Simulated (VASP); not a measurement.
Input:

```
AlAs
1.0
    0.00000     2.81872     2.81872
    2.81872     0.00000     2.81872
    2.81872     2.81872     0.00000
Al As
1 1
Cartesian
  0.00000   0.00000   0.00000
  1.40936   1.40936   1.40936
```

Computed with LDA (Ceperley-Alder, Perdew-Zunger) with spin-orbit coupling, VASP's LDA PAW potentials (set 64) (plane waves; VASP). Run with 400 eV cut-off, 7×7×7 Γ-centred mesh, Gaussian smearing of 0.050 eV, potentials Al As.

Problem. Predict the energy per atom (σ→0), band gap (over mesh and band path) with the smallest direct gap where there is one.

Solution. 
The band gap (over mesh and band path) is 1.22 eV, the smallest direct gap (over mesh and band path) comes out as 1.88 eV and the energy per atom (σ→0) is -5.261 eV/atom.

Total energies compare only between runs with the same potentials, cut-off and functional.

The compound is AlAs in the zinc blende structure. It was relaxed first.
